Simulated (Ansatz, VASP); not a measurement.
## One calculation of La2AlF, two programs

```xyz
4
Lattice="-2.3646 2.3646 4.0294 2.3646 -2.3646 4.0294 2.3646 2.3646 -4.0294" Properties=species:S:1:pos:R:3 pbc="T T T"
La    0.0000    0.0000    1.8603
La    0.0000    0.0000    6.1985
Al    0.0000    0.0000    4.0294
F     0.0000    0.0000    0.0000
```

Alike in both runs: task single point; functional PBE; k mesh 6 × 6 × 6; occupations gaussian, width 0.1 eV; no spin polarisation.

|  | VASP | Ansatz |
| --- | --- | --- |
| version | VASP 6.6.1 | Ansatz 0.2.0 |
| potentials or method | VASP PAW PBE potentials, release 64 (La, Al, F) | scalar-relativistic, plane waves, PAW |
| plane-wave cutoff (eV) | 520 | 420 |
| valence electrons in the cell | 32 | 32 |

|  | VASP | Ansatz | Ansatz less VASP |
| --- | --- | --- | --- |
| gap on the k mesh at the Fermi level (eV) | none | none | - |
| rms of the force components (eV/Å) | 0.884 | 0.905 | +0.0216 |

Atom by atom the forces differ by 0.022 eV/Å (rms over components). A gap of «none» marks a metal or a gap that the smearing closes.

Caveats: forces of over 1 eV/Å show positions far from the minimum, so gaps and moduli don't describe the material at rest. The runs have no spin-orbit coupling, so splittings on La are missing.
